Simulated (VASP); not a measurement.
# Ba3Sm (P6_3/mmc) in VASP: reference runs

How does Ba3Sm come out in PBE? The cell is run as given.

All numbers are computed with VASP 6.6.1; they aren't measurements. Logs are shortened: lines on timing, memory, paths and dates and some standing lists are left out, and cuts for length are marked.

## (1) The structure

It takes space group P6_3/mmc (No. 194, hexagonal). Conventional cell: a = 8.486 Å, b = 8.486 Å, c = 6.748 Å, α = 90.00°, β = 90.00°, γ = 120.00°. Sm (site symmetry -6m2) is surrounded by 12 Ba at 4.12 to 4.24 Å. Ba (site symmetry mm2) has 8 Ba at 4.09 to 4.39 Å and 4 Sm at 4.12 to 4.24 Å as nearest neighbours.

The cell comes from a database or a generator and needn't be the stable form of this composition.

## (2) Single point, PBE, collinear spin, ferromagnetic start

INCAR reads:

```
PREC = Accurate
ENCUT = 520
EDIFF = 1E-7
ISMEAR = -1
SIGMA = 0.05
LREAL = F
LASPH = T
NELM = 150
ALGO = Normal
ISIF = 2
LWAVE = F
LCHARG = T
ISPIN = 2
MAGMOM = 5 5 0 0 0 0 0 0
LORBIT = 11
LMAXMIX = 6
GGA = PE
LELF = T
LVHAR = T
NBANDS = 60
```

KPOINTS reads:

```
Automatic mesh
0
Gamma
  4 4 4
```

POSCAR reads:

```
Ba3Sm
1.0
    8.4860944404      0.0000000000      0.0000000000
   -4.2430472202      7.3491733643      0.0000000000
    0.0000000000      0.0000000000      6.7484510000
Sm Ba
2 6
Direct
    0.6666666667      0.3333333333      0.2500000000
    0.3333333333      0.6666666667      0.7500000000
    0.3452419900      0.1726209950      0.7500000000
    0.8273790050      0.1726209950      0.7500000000
    0.8273790050      0.6547580100      0.7500000000
    0.6547580100      0.8273790050      0.2500000000
    0.1726209950      0.8273790050      0.2500000000
    0.1726209950      0.3452419900      0.2500000000
```

Potentials or basis: VASP PAW PBE potentials, release 64 (Sm, Ba_sv).

Command:

```bash
$ cat potpaw_PBE.64/Sm/POTCAR potpaw_PBE.64/Ba_sv/POTCAR > POTCAR
$ mpirun -np 1 vasp_std > vasp.out
```

OUTCAR:

```text
PREC = Accurate
   ENCUT = 520
   EDIFF = 1E-7
   ISMEAR = -1
   LREAL = F
   LASPH = T
   NELM = 150
   ISIF = 2
   ISPIN = 2
   LORBIT = 11
   GGA = PE

 ion  position               nearest neighbor table
   1  0.667  0.333  0.250-   4 4.12   4 4.12   5 4.12   5 4.12   3 4.12   3 4.12
   2  0.333  0.667  0.750-   7 4.12   7 4.12   8 4.12   8 4.12   6 4.12   6 4.12
   3  0.345  0.173  0.750-   5 4.09   4 4.09   1 4.12   1 4.12   8 4.22   8 4.22   7 4.22   7 4.22
                             5 4.39   4 4.39
   4  0.827  0.173  0.750-   5 4.09   3 4.09   1 4.12   1 4.12   6 4.22   6 4.22   8 4.22   8 4.22
                             5 4.39   3 4.39
   5  0.827  0.655  0.750-   3 4.09   4 4.09   1 4.12   1 4.12   6 4.22   6 4.22   7 4.22   7 4.22
                             3 4.39   4 4.39
   6  0.655  0.827  0.250-   8 4.09   7 4.09   2 4.12   2 4.12   5 4.22   5 4.22   4 4.22   4 4.22
                             8 4.39   7 4.39
   7  0.173  0.827  0.250-   8 4.09   6 4.09   2 4.12   2 4.12   3 4.22   3 4.22   5 4.22   5 4.22
                             8 4.39   6 4.39
   8  0.173  0.345  0.250-   6 4.09   7 4.09   2 4.12   2 4.12   3 4.22   3 4.22   4 4.22   4 4.22
                             7 4.39   6 4.39

  LATTYP: Found a hexagonal cell.
 ALAT       =     8.4860944404
 C/A-ratio  =     0.7952363773

  Lattice vectors:

 A1 = (   8.4860944404,   0.0000000000,   0.0000000000)
 A2 = (  -4.2430472202,   7.3491733643,   0.0000000000)
 A3 = (   0.0000000000,   0.0000000000,   6.7484510000)

Analysis of symmetry for initial positions (statically):
=====================================================================
 Subroutine PRICEL returns:
 Original cell was already a primitive cell.

 Routine SETGRP: Setting up the symmetry group for a
 hexagonal supercell.

 Subroutine GETGRP returns: Found 24 space group operations
 (whereof 12 operations were pure point group operations)
 out of a pool of 24 trial point group operations.

The static configuration has the point symmetry D_3d.
 The point group associated with its full space group is D_6h.

Analysis of symmetry for dynamics (positions and initial velocities):
=====================================================================
 Subroutine PRICEL returns:
 Original cell was already a primitive cell.

 Routine SETGRP: Setting up the symmetry group for a
 hexagonal supercell.

 Subroutine GETGRP returns: Found 24 space group operations
 (whereof 12 operations were pure point group operations)
 out of a pool of 24 trial point group operations.

The dynamic configuration has the point symmetry D_3d.
 The point group associated with its full space group is D_6h.

Analysis of structural, dynamic, and magnetic symmetry:
=====================================================================
 Subroutine PRICEL returns:
 Original cell was already a primitive cell.

 Routine SETGRP: Setting up the symmetry group for a
 hexagonal supercell.

 Subroutine GETGRP returns: Found 24 space group operations
 (whereof 12 operations were pure point group operations)
 out of a pool of 24 trial point group operations.

The overall configuration has the point symmetry D_3d.
 The point group associated with its full space group is D_6h.

 Subroutine INISYM returns: Found 24 space group operations
 (whereof 12 operations are pure point group operations),
 and found     1 'primitive' translations

----------------------------------------------------------------------------------------

                                     Primitive cell

  volume of cell :     420.8724

  direct lattice vectors                    reciprocal lattice vectors
     8.486094440  0.000000000  0.000000000     0.117839839  0.068034863  0.000000000
    -4.243047220  7.349173364  0.000000000     0.000000000  0.136069725  0.000000000
     0.000000000  0.000000000  6.748451000     0.000000000  0.000000000  0.148182153

  length of vectors
     8.486094440  8.486094440  6.748451000     0.136069725  0.136069725  0.148182153

  position of ions in fractional coordinates (direct lattice)
     0.666666667  0.333333333  0.250000000
     0.333333333  0.666666667  0.750000000
     0.345241990  0.172620995  0.750000000
     0.827379005  0.172620995  0.750000000
     0.827379005  0.654758010  0.750000000
     0.654758010  0.827379005  0.250000000
     0.172620995  0.827379005  0.250000000
     0.172620995  0.345241990  0.250000000

  ion indices of the primitive-cell ions
   primitive index   ion index
                 1           1
                 2           2
                 3           3
                 4           4
                 5           5
                 6           6
                 7           7
                 8           8

----------------------------------------------------------------------------------------

 KPOINTS: Automatic mesh

Automatic generation of k-mesh.
 Grid dimensions read from file:
 generate k-points for:    4    4    4

 Generating k-lattice:

  Cartesian coordinates                     Fractional coordinates (reciprocal lattice)
     0.029459960  0.017008716  0.000000000     0.250000000  0.000000000  0.000000000
     0.000000000  0.034017431  0.000000000     0.000000000  0.250000000  0.000000000
     0.000000000  0.000000000  0.037045538     0.000000000  0.000000000  0.250000000

  Length of vectors
     0.034017431  0.034017431  0.037045538

  Shift w.r.t. Gamma in fractional coordinates (k-lattice)
     0.000000000  0.000000000  0.000000000

 Subroutine IBZKPT returns following result:
 ===========================================

 Found     12 irreducible k-points:

 Following reciprocal coordinates:
            Coordinates               Weight
  0.000000  0.000000  0.000000      1.000000
  0.250000  0.000000  0.000000      6.000000
  0.500000  0.000000  0.000000      3.000000
  0.250000  0.250000  0.000000      6.000000
  0.000000  0.000000  0.250000      2.000000
  0.250000  0.000000  0.250000     12.000000
  0.500000  0.000000  0.250000      6.000000
  0.250000  0.250000  0.250000     12.000000
  0.000000  0.000000  0.500000      1.000000
  0.250000  0.000000  0.500000      6.000000
  0.500000  0.000000  0.500000      3.000000
  0.250000  0.250000  0.500000      6.000000
   k-points           NKPTS =     12   k-points in BZ     NKDIM =     12   number of bands    NBANDS=     60
   number of dos      NEDOS =    301   number of ions     NIONS =      8
   total plane-waves  NPLWV = 204800
   dimension x,y,z NGX =    64 NGY =   64 NGZ =   50
   dimension x,y,z NGXF=   128 NGYF=  128 NGZF=  100
   ions per type =               2   6
   NGX,Y,Z   is equivalent  to a cutoff of  12.54, 12.54, 12.32 a.u.
   NGXF,Y,Z  is equivalent  to a cutoff of  25.08, 25.08, 24.63 a.u.
 SYSTEM =  unknown system
   PREC   = accura    normal or accurate (medium, high low for compatibility)
   ISTART =      0    job   : 0-new  1-cont  2-samecut
   ICHARG =      2    charge: 1-file 2-atom 10-const
   ISPIN  =      2    spin polarized calculation?
   LNONCOLLINEAR =      F non collinear calculations
   LSORBIT =      F    spin-orbit coupling
   LASPH  =      T    aspherical Exc in radial PAW
   ENCUT  =  520.0 eV  38.22 Ry    6.18 a.u.  15.78 15.78 12.55*2*pi/ulx,y,z
   NELM   =    150;   NELMIN=  2; NELMDL= -5     # of ELM steps
   EDIFF  = 0.1E-06   stopping-criterion for ELM
   LREAL  =      F    real-space projection
   EDIFFG = 0.1E-05   stopping-criterion for IOM
   NSW    =      0    number of steps for IOM
   IBRION =     -1    ionic relax: 0-MD 1-quasi-New 2-CG
   NFREE  =      0    steps in history (QN), initial steepest desc. (CG)
   ISIF   =      2    stress and relaxation
   ISYM   =      2    0-nonsym 1-usesym 2-fastsym
   POTIM  = 0.5000    time-step for ionic-motion
   TEBEG  =    0.0;   TEEND  =   0.0 temperature during run
   PSTRESS=    0.0 pullay stress
   NELECT =      92.0000    total number of electrons
   NUPDOWN=      -1.0000    fix difference up-down
   EMIN   =  10.00;   EMAX   =-10.00  energy-range for DOS
   EFERMI =   0.00;   METHOD = LEGACY
   ISMEAR =    -1;   SIGMA  =   0.05  broadening in eV -4-tet -1-fermi 0-gaus
   EFERMI_NEDOS =   21; number of points for ismear=-14 and -15
   IALGO  =     38    algorithm
   IMIX   =      4    mixing-type and parameters
     AMIX     =   0.40;   BMIX     =  1.00
     AMIX_MAG =   1.60;   BMIX_MAG =  1.00
  volume/ion in A,a.u.               =      52.61       355.02
  Fermi-wavevector in a.u.,A,eV,Ry     =   0.986175  1.863600 13.232223  0.972541
  Thomas-Fermi vector in A             =   2.117536
   LORBIT       =     11    0 simple, 1 ext, 2 COOP (PROOUT), +10 PAW based schemes
   GGA     = PE    functional components
   LHFCALC =     F    Hartree Fock is set to
   AEXX    =    0.0000 exact exchange contribution
   IVDW    =     0    specifies the selected vdW correction
   LEPSILON=     F    determine dielectric tensor
   LRPA    =     F    only Hartree local field effects (RPA)
 spin polarized calculation
  energy-cutoff  :      520.00
  volume of cell :      420.87
 maximum number of plane-waves:     11364
 NGX is ok and might be reduce to    64
   NGX = 31   NGY = 31   NGZ = 25

 number of electron      91.9999996 magnetization      13.1308674

 Free energy of the ion-electron system (eV)
  ---------------------------------------------------
  ext. energy  EPLUGINS =         0.00000000
  ---------------------------------------------------
  free energy    TOTEN  =       -29.33894085 eV

  energy without entropy =      -29.07614185  energy(sigma->0) =      -29.20754135

 E-fermi :   2.0785     XC(G=0):  -8.0023

 val. band max:        2.0782646549   @ k =   0.2500   0.2500   0.0000
 cond. band min:       2.0797203726   @ k =   0.0000   0.0000   0.0000
 fundamental gap:      0.0014557177
 Fermi energy:         2.0785418882

 spin component 1

 k-point     1 :       0.0000    0.0000    0.0000
  band No.  band energies     occupation
      1     -38.2050      1.00000
      2     -38.2049      1.00000
      3     -26.4915      1.00000
      4     -26.4358      1.00000
      5     -26.4342      1.00000
      6     -26.4342      1.00000
[... 721 lines left out ...]
     57       2.6033      0.00003
     58       2.6034      0.00003
 Fermi energy:         2.0785418882

 spin component 2

 k-point     1 :       0.0000    0.0000    0.0000
  band No.  band energies     occupation
      1     -35.5142      1.00000
      2     -35.5141      1.00000
      3     -26.4735      1.00000
      4     -26.4179      1.00000
      5     -26.4167      1.00000
      6     -26.4167      1.00000
[... 721 lines left out ...]
     57       4.6097      0.00000
     58       4.6097      0.00000
 [bands above 58 left out]

------------------------ aborting loop because EDIFF is reached ----------------------------------------

  FORCE on cell =-STRESS in cart. coord.  units (eV):
  Direction    XX          YY          ZZ          XY          YZ          ZX
  --------------------------------------------------------------------------------------
  -------------------------------------------------------------------------------------
  Total        2.1546718      2.1546718      3.2064232      0.0000000      0.0000000      0.0000000
  in kB        8.2024060      8.2024060     12.2062140      0.0000000      0.0000000      0.0000000
  external PRESSURE =       9.5370087 kB  Pullay stress =       0.0000000 kB

 VOLUME and BASIS-vectors are now :
 -----------------------------------------------------------------------------
  energy-cutoff  :      520.00
  volume of cell :      420.87
      direct lattice vectors                 reciprocal lattice vectors
     8.486094440  0.000000000  0.000000000     0.117839839  0.068034863  0.000000000
    -4.243047220  7.349173364  0.000000000     0.000000000  0.136069725  0.000000000
     0.000000000  0.000000000  6.748451000     0.000000000  0.000000000  0.148182153

 POSITION                                       TOTAL-FORCE (eV/Angst)
 -----------------------------------------------------------------------------------
      4.24305      2.44972      1.68711         0.000000     -0.000000     -0.000000
     -0.00000      4.89945      5.06134         0.000000     -0.000000     -0.000000
      2.19732      1.26862      5.06134        -0.143956     -0.083113     -0.000000
      6.28878      1.26862      5.06134         0.143956     -0.083113     -0.000000
      4.24305      4.81193      5.06134         0.000000      0.166226      0.000000
      2.04573      6.08055      1.68711         0.143956      0.083113      0.000000
     -2.04573      6.08055      1.68711        -0.143956      0.083113     -0.000000
      0.00000      2.53724      1.68711         0.000000     -0.166226      0.000000
 -----------------------------------------------------------------------------------
    total drift:                               -0.000001      0.000000     -0.000000

  FREE ENERGIE OF THE ION-ELECTRON SYSTEM (eV)
  ---------------------------------------------------
  free  energy   TOTEN  =       -29.3389408513 eV

  energy  without entropy=      -29.0761418482  energy(sigma->0) =      -29.20754135

 total charge

# of ion       s       p       d       f       tot
--------------------------------------------------
    1        2.079   5.632   0.277   5.635  13.623
    2        2.079   5.632   0.277   5.635  13.623
    3        2.072   5.533   0.347   0.000   7.952
    4        2.072   5.533   0.347   0.000   7.952
    5        2.072   5.533   0.347   0.000   7.952
    6        2.072   5.533   0.347   0.000   7.952
    7        2.072   5.533   0.347   0.000   7.952
    8        2.072   5.533   0.347   0.000   7.952
--------------------------------------------------
tot         16.591  44.460   2.638  11.270  74.958

 magnetization (x)

# of ion       s       p       d       f       tot
--------------------------------------------------
    1       -0.007  -0.088   0.120   5.632   5.657
    2       -0.007  -0.088   0.120   5.632   5.657
    3        0.001   0.004   0.032   0.000   0.037
    4        0.001   0.004   0.032   0.000   0.037
    5        0.001   0.004   0.032   0.000   0.037
    6        0.001   0.004   0.032   0.000   0.037
    7        0.001   0.004   0.032   0.000   0.037
    8        0.001   0.004   0.032   0.000   0.037
--------------------------------------------------
tot         -0.009  -0.153   0.433  11.264  11.535
```

Wall time 67 min (1 thread of Intel Xeon Platinum 8259CL at 2.50GHz (Skylake/Cascade Lake), shared host); peak memory 0.94 GiB.

What came out:

- Free energy: -29.3389 eV
- Pressure: 1.0 GPa
- Largest force: 0.166 eV/Å
- Band gap on the k mesh: none (metal or under the smearing width)
- Net moment: 13.13 μB per cell
- Site moments: Sm +5.66; Ba +0.04 μB
- Valence electrons inside the program's atomic spheres: Sm 13.62; Ba 7.95

Forces on the atoms (eV/Å):
```
Sm   0.000  0.000  0.000
Sm   0.000  0.000  0.000
Ba  -0.144 -0.083  0.000
Ba   0.144 -0.083  0.000
Ba   0.000  0.166  0.000
Ba   0.144  0.083  0.000
Ba  -0.144  0.083  0.000
Ba   0.000 -0.166  0.000
```

Levels at points of the mesh, in eV from the Fermi level:
Spin up:
| k point | band 52 | band 53 | band 54 | band 55 | band 56 | band 57 |
| --- | --- | --- | --- | --- | --- | --- |
| (0.00, 0.00, 0.00) | -0.09 | -0.09 | -0.02 | 0.00 | 0.02 | 0.03 |
| (0.50, 0.00, 0.00) | -0.03 | 0.01 | 0.01 | 0.09 | 0.16 | 0.17 |
| (0.00, 0.00, 0.50) | -0.03 | -0.01 | -0.01 | 0.32 | 0.32 | 0.42 |
| (0.50, 0.00, 0.50) | -0.06 | -0.04 | -0.04 | 0.43 | 0.43 | 0.50 |
Spin down:
| k point | band 38 | band 39 | band 40 | band 41 | band 42 | band 43 |
| --- | --- | --- | --- | --- | --- | --- |
| (0.00, 0.00, 0.00) | -0.54 | -0.37 | -0.37 | -0.33 | -0.03 | -0.03 |
| (0.50, 0.00, 0.00) | -0.07 | 0.05 | 0.06 | 0.20 | 0.39 | 0.45 |
| (0.00, 0.00, 0.50) | -0.64 | -0.64 | -0.64 | 0.65 | 0.65 | 0.65 |
| (0.50, 0.00, 0.50) | -0.40 | -0.16 | -0.16 | 0.69 | 0.69 | 0.74 |

Caveat: the magnetic or orbital state may not be the lowest; spin-orbit coupling is left out, which moves the levels of the heavy elements; without U or exact exchange the open f shell lies at the Fermi level, which spoils levels, moments and volumes. The state reached can hang on the start; a lower one may exist.
